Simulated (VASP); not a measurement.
Write the native input for VASP 6.6.1 that does the following.

```yaml
Task: single point
Functional: PBEsol
Potentials_or_basis: VASP PAW PBE potentials, release 64 (Ni, W_sv, S)
Cutoff: 350 eV
k_mesh: 3 × 3 × 2
Occupations: gaussian, width 0.03 eV
Spin: collinear spin, zero start
Starting_moments: "[0.0, 0.0, 0.0, 0.0, 0.0, 0.0, 0.0, 0.0, 0.0, 0.0, 0.0, 0.0, 0.0, 0.0, 0.0, 0.0, 0.0, 0.0, 0.0, 0.0, 0.0, 0.0, 0.0, 0.0] μB"
Fixed_moment: 0 μB
Hubbard_terms: Ni d U = 7 eV
Dq: 0
Further_INCAR_settings: LREAL = Auto; ALGO = Normal; EDIFF = 1e-05; ISYM = 0
```

The structure of NiW7S16 (a cell with a defect) lies in POSCAR:

```
NiW7S16                                 
1.0
    6.3064000000      0.0000000000      0.0000000000
   -3.1532000000      5.4615026064      0.0000000000
    0.0000000000      0.0000000000     12.3230000000
  Ni              W               S             
     1     7    16
Direct
     0.2447438283285442    0.3701069694036937    0.2705297780254624
     0.1565471746507480    0.8299628204729782    0.2486667267556939
     0.6647987616639327    0.3307005473818924    0.2456303745127076
     0.6638899936053463    0.8375101003240603    0.2451509068378179
     0.3319942620185986    0.1666918586236412    0.7492220522574804
     0.3319198792350510    0.6662157970687760    0.7492222658594027
     0.8318057625278061    0.1663970649556968    0.7496646237081126
     0.8318985173940266    0.6664601287191970    0.7494243104988026
     0.1648659995052557    0.3329007369573956    0.6223110640121976
     0.1651516364567238    0.8330639251428494    0.6225140928273433
     0.6658903389900516    0.3331989753147603    0.6224651384598835
     0.6657490073505556    0.8336492954535875    0.6224332877155394
     0.3049514401799407    0.1725844323911896    0.1350134396756923
     0.3009918622765499    0.6293102032398395    0.1362150842256737
     0.7786569219207016    0.1404870531860575    0.1088252164632955
     0.8222992816152324    0.6630447768036991    0.1198772762241386
     0.1652736162178018    0.3330976543042639    0.8762875993924016
     0.1657799510393163    0.8333709271317973    0.8765261589026847
     0.6648126042216852    0.3333129100013841    0.8763884322926485
     0.6647098038595930    0.8324756791080302    0.8764117591909575
     0.3519417271590280    0.1649392001390468    0.3787824827751611
     0.3496504245874413    0.6847716259132085    0.3779309909488305
     0.8798161532273068    0.1910460252513059    0.3575110607169192
     0.8291670519687570    0.6667782927116473    0.3736668777211449
```

The input as run:

INCAR

```
PREC     = Accurate       # precision mode
ENCUT    = 350            # plane-wave cutoff, eV
EDIFF    = 1E-5           # SCF threshold, eV
ISMEAR   = 0              # smearing method
SIGMA    = 0.03           # smearing width, eV
LREAL    = Auto         
LASPH    = T              # aspherical terms in the spheres
NELM     = 120            # most SCF steps
ALGO     = Normal         # electronic algorithm
ISIF     = 2              # what is computed and relaxed
LWAVE    = F              # write WAVECAR
LCHARG   = F              # write CHGCAR
ISPIN    = 2              # spin polarisation
MAGMOM   = 0 0 0 0 0 0 0 0 0 0 0 0 0 0 0 0 0 0 0 0 0 0 0 0 # initial moments
LORBIT   = 11             # projections on sites
NUPDOWN  = 0              # fixed moment
LMAXMIX  = 4              # l up to which the mixer works
LDAU     = T              # DFT+U
LDAUTYPE = 2            
LDAUL    = 2 -1 -1        # shell
LDAUU    = 7 0 0          # U, eV
LDAUJ    = 0 0 0        
LDAUPRINT= 1            
GGA      = PS             # functional
ISYM     = 0            
KPAR     = 4
```

KPOINTS

```
Automatic mesh
0
Gamma
  3 3 2
```

Potentials or basis: VASP PAW PBE potentials, release 64 (Ni, W_sv, S).

Command:

```bash
$ cat potpaw_PBE.64/Ni/POTCAR potpaw_PBE.64/W_sv/POTCAR potpaw_PBE.64/S/POTCAR > POTCAR
$ mpirun -np 4 vasp_std > vasp.out
```

Results of the run:

```
Pressure                                              : 0.3 GPa
Largest force                                         : 0.207 eV/Å
Net moment                                            : 0.00 μB per cell
Valence electrons inside the program's atomic spheres : Ni 9.81; W 12.07, 12.08; S 3.70, 3.67, 3.68, 3.69
```

Caveat: the k mesh is coarse (spacing up to 0.38 Å⁻¹), so the values aren't converged; the PAW data sets were made with another functional, which shifts forces and pressure a little; the total moment is fixed, so each spin has its own Fermi level.

It took 5.4 min on 4 MPI ranks on AMD EPYC 9R45 (Zen 5), on a shared host, peak memory 0.66 GiB a rank.
